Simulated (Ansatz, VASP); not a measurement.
# Nb (Nb(110) film of 2 layers): VASP beside Ansatz, part 2 of 2

Wanted: the spread between two codes on one cell, functional and k mesh. The cell is taken from a series of runs on this material, whose earlier steps may have relaxed, scaled, displaced or heated it; both programs get it as it stands.

VASP 6.6.1 and Ansatz 0.2.0.

So far: The starting structure; VASP: zone-centre phonons, LDA.

**3. Ansatz: zone-centre phonons, LDA**

Level of this step: Ansatz beside VASP: Kohn-Sham DFT, plane waves, LDA (Ansatz).

Ansatz runs on its default PAW (the set named soft_2) files.

The same cell, functional (in two slightly different forms), mesh and smearing now go to Ansatz, which takes its cutoff from its data sets.

File input.yaml:

```yaml
crystal:
  lattice:
    - [1.6046599824, 2.0932194511, 0.0]
    - [-1.6046599824, 2.0932194511, 0.0]
    - [0.0, 0.0, 28.4669037684]
  atoms:
    - { symbol: Nb, position: [0.0, 0.0, 0.1933900556] }
    - { symbol: Nb, position: [0.5, 0.5, 0.2749942164] }
  periodic: [true, true, false]
kpoints:
  mp_grid: { grid: [6, 6, 1] }
hamiltonian:
  xc: lda
scf:
  occupations: { method: methfessel_paxton, width: 0.2 }
output:
  eigenvalues: true
phonons:
  method: dfpt
  qmesh: [2, 2, 1]
  temperatures: { t_max: 1000, t_step: 50 }
  qpath:
    path: [[0.0, 0.0, 0.0], [0.5, 0.5, 0.0], [0.60308149, 0.39691851, 0.0]]
    npoints: 10
```

The run is started by

```
ansatz run input.yaml --threads 4 --pin off --max-ram 16384MiB --backend cpu --events-out ev --progress --plain --runs-dir out
```

Numbers of over 12 decimals in the logs are rounded to 6 here.

The program printed:

```text
Warning: crystal.symmetry: narrowed to the stabiliser of the run's FFT grids — unitary ops 8 → 4. A phonons.method: dfpt run fills in the rows of the dynamical matrix that it does not solve by its symmetry operations, which is exact only for operations that map its FFT grids onto themselves: filled in by any other, the frequencies could depend on the order in which like atoms are typed, or, by more than the grids' own error, on where the crystal sits among the grids' points. Excluded: 4 operations. The run can therefore solve more perturbations, solve them on more k-points, or both, and cost more. [rest of the remark cut]
Engine: ansatz 0.2.0, aarch64-unknown-linux-gnu
Pseudopotentials: kind: paw
Pseudopotential: Nb, paw, valence charge 13, recommended cutoff 420 eV (normal), Nb.paw.azcp
Functional definition: SPW92
  exchange = slater_x
  correlation = pw_c
Crystal: 2 atoms, lattice volume = 191.235 Å³
Basis set: ecut = 420 eV, 3765 PW (Γ), exchange–correlation on 36×36×384 points (8 copies of the dense FFT grid, shifted against one another)
Bands: 17, of which v1, the nominal top of the filled ones, is band 13 counted from 1 (12 counted from 0)
Symmetry: 8 space group operations
k-points: 13 of 36 (irreducible under 4 space group operations)
Non-local potential: Nb, projectors of the file, l = 0: 3, l = 1: 2, l = 2: 2, l = 3: 1
PAW form: soft (Blöchl's): semilocal exchange-correlation on the pseudo side does not see the compensation charge
PAW frozen core: Nb, regenerated for the run's functional, and the local potential with it (the file was generated under x = pbe(κ = 0.804, μ = 0.219515), c = pbe(β = 0.066725))
PAW one-centre angular grid: Nb, 590 points (default); XC on 64 Gauss nodes
Initial density: superposition of atomic densities (neutral atoms: chi_scale 0, normalization atom), corrected by the library's trained network
Initial wavefunctions: pseudopotential atomic-orbital guess
Functional: x = slater, c = lda
SCF iter   1: F=—  HF=-8883.119919 eV  |F-HF|=—  |Δ(HF+E_count)|=         —  Δρ=4.00e-3  dr2=4.45e-2  ethr=1.77e-3  ⟨swp⟩=10.5  Hψ=1759  notcnv=0
preconditioner: auto → LDOS  [insulator: Δε(μ)=0.130 eV  Ē_g=3.932 eV  σ=0.200 eV  W_gap=0.51  n_scr=16 (ndim 8)  ℏωp=8.5 eV  f_vac=0.745  D(μ)=1.38/eV (n_scr^D=10)  ε∞_Penn≈5.7  β→1.0]
SCF iter   2: F=—  HF=-8883.130389 eV  |F-HF|=—  |Δ(HF+E_count)|=   1.05e-2  S|Δr|=    0.00e0  Δρ=2.89e-3  dr2=1.02e-1  ethr=1.71e-4  ⟨swp⟩=3.8  Hψ=641  notcnv=0  defer=1
SCF iter   3: F=—  HF=-8883.114953 eV  |F-HF|=—  |Δ(HF+E_count)|=   1.54e-2  S|Δr|=    0.00e0  Δρ=6.59e-4  dr2=4.80e-3  ethr=1.71e-4  ⟨swp⟩=3.2  Hψ=449  notcnv=0  defer=1
SCF iter   4: F=—  HF=-8883.114274 eV  |F-HF|=—  |Δ(HF+E_count)|=   6.79e-4  S|Δr|=    0.00e0  Δρ=1.42e-4  dr2=7.09e-5  ethr=1.85e-5  ⟨swp⟩=3.3  Hψ=442  notcnv=0  defer=1
SCF iter   5: F=—  HF=-8883.114256 eV  |F-HF|=—  |Δ(HF+E_count)|=   1.79e-5  S|Δr|=    0.00e0  Δρ=2.59e-5  dr2=1.25e-6  ethr=2.73e-7  ⟨swp⟩=4.1  Hψ=533  notcnv=0  defer=1
SCF iter   6: F=—  HF=-8883.114257 eV  |F-HF|=—  |Δ(HF+E_count)|=   4.75e-7  S|Δr|=    0.00e0  Δρ=8.03e-6  dr2=9.27e-8  ethr=4.82e-9  ⟨swp⟩=4.1  Hψ=552  notcnv=0
SCF iter   7: F=—  HF=-8883.114257 eV  |F-HF|=—  |Δ(HF+E_count)|=   2.51e-8  S|Δr|=    0.00e0  Δρ=1.83e-6  dr2=5.50e-9  ethr=3.57e-10  ⟨swp⟩=4.1  Hψ=580  notcnv=0
SCF iter   8: F=—  HF=-8883.114257 eV  |F-HF|=—  |Δ(HF+E_count)|=   1.26e-8  S|Δr|=    0.00e0  Δρ=4.52e-7  dr2=3.87e-10  ethr=2.12e-11  ⟨swp⟩=3.8  Hψ=542  notcnv=0
SCF iter   9: F=—  HF=-8883.114257 eV  |F-HF|=—  |Δ(HF+E_count)|=  4.87e-10  S|Δr|=    0.00e0  Δρ=1.30e-7  dr2=2.78e-11  ethr=1.49e-12  ⟨swp⟩=4.1  Hψ=443  notcnv=0
SCF iter  10: F=-8883.114257 eV  HF=-8883.114257 eV  |F-HF|=4.00e-11  |Δ(HF+E_count)|=  3.80e-10  S|Δr|=    0.00e0  Δρ=1.41e-8  dr2=5.26e-13  ethr=1.00e-12  ⟨swp⟩=14.6  Hψ=1780  notcnv=0
SCF 1 converged in 10 iterations: F = -8883.114257 eV  dr2 = 5.26e-13
  greatest PAW one-centre occupation: 0.997 electrons in one spin orbital (limit 2), on the Nb atom at site 1 (counted from 0), in its partial waves of l = 0
NSCF: frozen V_eff on 13 k-points
NSCF: frozen V_eff on 13 k-points
DFPT response loops at q = (0, 0, 0) (fractional): preconditioner auto → none (partly filled bands, converged f_vac=0.745); β = 0.50; Broyden in place of MSR1
NSCF: frozen V_eff on 40 k-points
DFPT response loops at q = (0, -0.5, 0) (fractional): mixed as the last ones told, above
NSCF: frozen V_eff on 26 k-points
DFPT response loops at q = (-0.5, -0.5, 0) (fractional): mixed as the last ones told, above
SCF converged after 10 iterations
Stability not checked: this state was not tested for a lower state beside it, because cold or Methfessel-Paxton smearing, or corrected tetrahedra, fill the levels in a way that the test cannot read (fill_not_monotonic; see scf.lower_state_search)
Free energy (F): -8883.114257 eV
Harris-Foulkes:  -8883.114257 eV  (|F-HF|=4.00e-11)
Internal energy: -8883.124064 eV  (E = F + TS)
E sigma→0 (E₀):  -8883.116709 eV
Entropy (-TS):   0.009807 eV (4.903 meV/atom)
Fermi energy:    -4.779569 eV
Step filling:    the computed levels leave a gap of 0.1548 eV = 0.8 smearing widths at the electron count; against every level under it full and every level over it empty, smearing changes F+E_penalty+E_count by +5.229 meV and its σ→0 estimate by +2.777 meV
--- Per-component energies (eV) ---
  E_band       = -723.776345
  E_kinetic    = 795.014572
  E_local      = -53037.534744  (includes V_loc(G=0)·N_el)
  E_nonlocal   = 252.978474
  E_hartree    = 25957.428026
  E_xc         = -348.636429
  E_vxc        = -425.012024  (∫ρ·V_xc dr)
  E_paw        = -5931.700782  (= ΣΔE_a)
  E_vpaw       = -224.078719  (= ΣTr[D̂ρ^β])
  E_aug_tail   = 0.000012  (compensation charges beyond the density's cutoff)
  E_ewald      = 23428.475419
  E_core_change = 0.851389  (= ΣΔE_core)
  E_smearing   = 0.009807  (= −TS)
  E_closure    = 0.000000  (closes the sum)
  Σ components = -8883.114257   (vs F -8883.114257, Δ=0.00e0)
--- Band table (eV; the first three rows and the last of 13) ---
  k-point 0: bands = [... 9 lower, -8.8494, -7.1890, -6.2399, -5.5298, -5.5195, -3.7261, -2.6606, -1.0633]
  k-point 1: bands = [... 9 lower, -8.0395, -6.5167, -5.9161, -5.7490, -4.9823, -4.4691, -2.6919, -1.6299]
  k-point 2: bands = [... 9 lower, -7.7352, -6.6915, -6.3232, -4.9972, -4.1746, -2.1854, -2.0428, -1.4666]
  k-point 12: bands = [... 9 lower, -8.8325, -8.0927, -5.7242, -4.5060, -2.3999, -2.1213, -1.3848, 0.6359]
--- Phonons (Γ-DFPT): 6 representative perturbations + reference (Σ response iterations 28) ---
  ASR residual: 7.778e-5 → 0.000e0 eV/Å²; symmetrization residual: 2.898e-6 eV/Å²
  The last average, over the group as it would stand without the narrowing to the FFT grids, took up to 4.441e-16 eV/Å² of the zone centre's force constants
  ASR residual per site (eV/Å²): 7.78e-5 7.75e-5
  Γ frequencies (cm⁻¹): 0.00 0.00 0.00 95.72 123.42 178.56
--- Phonons (arbitrary-q DFPT): 3 irreducible q on the 2×2×1 mesh ---
  q = [0.0000, 0.0000, 0.0000] (star 1, of the zone-centre solve; hermiticity 1.06e-6, symmetrization 3.48e-14, taken by the last average 0.00e0): 0.00 0.00 0.00 95.72 123.42 178.56
  q = [0.0000, -0.5000, 0.0000] (star 2, 6 solved perturbations on 20 of 36 k-point pairs; hermiticity 2.64e-6, symmetrization 4.07e-10, taken by the last average 3.70e-7): 163.39 163.39 175.01 175.01 235.20 235.20
  q = [-0.5000, -0.5000, 0.0000] (star 1, 6 solved perturbations on 13 of 36 k-point pairs; hermiticity 3.13e-7, symmetrization 1.46e-9, taken by the last average 1.12e-8): 134.10 201.90 241.75 242.61 249.62 255.23
  sum rule: each row above includes the acoustic sum rule's correction from the zone centre's row sums; it moved no ω² by more than (0.48 cm⁻¹)²
  mesh force constants: q→R imaginary residual 3.81e-18; ASR residual 7.778e-5 → 0.000e0 eV/Å²; symmetrization residual 4.846e-59 eV/Å²
  interpolated dispersion: 21 rows × 6 modes
  density of states and harmonic sums: on the 24×24×1 q-mesh, interpolated from the force constants of a 2×2×1 supercell (no non-analytic term)
  largest difference from the sums on the solved wave vectors: F 1.37e-1 eV, S 2.01e-4 and C_V 6.42e-5 eV/K
  zero-point energy: 0.065809 eV/cell   skipped modes (ω ≤ 0): 3   left out of the sums: 8.68e-4 of the cell's modes: C_V's classical limit lies that fraction below 3 k_B per atom; for a crystal, a wire or a layer, F and S can be off by more, and a phonons.interpolated_qmesh denser along its periods is the remedy for the sampling
```

In the SCF lines HF is the Harris–Foulkes energy and dr2 the Hartree energy of the density residual, in eV; the loop may stop once dr2 is under the threshold and the program's other checks hold. Hψ counts applications of the Hamiltonian.

**4. Comparison**

Known differences besides the potentials themselves: Ansatz cuts the interaction across the vacuum, VASP repeats the sheet without a dipole correction; VASP's run holds the zone centre alone; the cutoff is 420 eV in Ansatz and 500 eV in VASP; VASP's log shows a relativistic correction to its local exchange, Ansatz's none. Total energies have different zeros and are not compared.

Compared:

| quantity | Ansatz | VASP | difference |
| --- | --- | --- | --- |
| optical mode 1 (cm⁻¹) | 95.7 | 97.9 | -2.28 % |
| optical mode 2 (cm⁻¹) | 123.4 | 121.6 | +1.50 % |
| optical mode 3 (cm⁻¹) | 178.6 | 178.1 | +0.25 % |

Modes are paired by rising frequency, not by their patterns, so a pair may set unlike modes beside each other; they are those without the splitting of longitudinal modes. Where the cell holds vacuum, a pressure given here is an average over it and none of the material.

**5. Results**

```json
{"r.m.s. difference of the optical zone-centre modes, each program's sorted by frequency (zone-centre phonons, LDA)": "1.7 cm⁻¹", "difference in optical mode 1 (zone-centre phonons, LDA)": "-2.3 %"}
```

**Reading.** The r.m.s. difference of the optical zone-centre modes, each program's sorted by frequency is 1.7 cm⁻¹ (zone-centre phonons, LDA). Among the rows given in per cent, the largest difference of the zone-centre phonons, LDA pair is in optical mode 1, -2.3 %. Such differences can come from data sets, numerical settings and the points named under the comparisons, not from the functional's error against experiment.

[Lines on the potential files, build, host, timing and source positions are cut from VASP's logs without a mark.]

[Logs are printed without paths, hosts, clocks, repeated set-up lines and the standing remarks that a program may print on its own settings, such as how far it seeks lower states.]

[Hosts, paths, dates, database ids (printed as entryN), source tags and the programs' standing remarks are cut or masked in the printed files.]
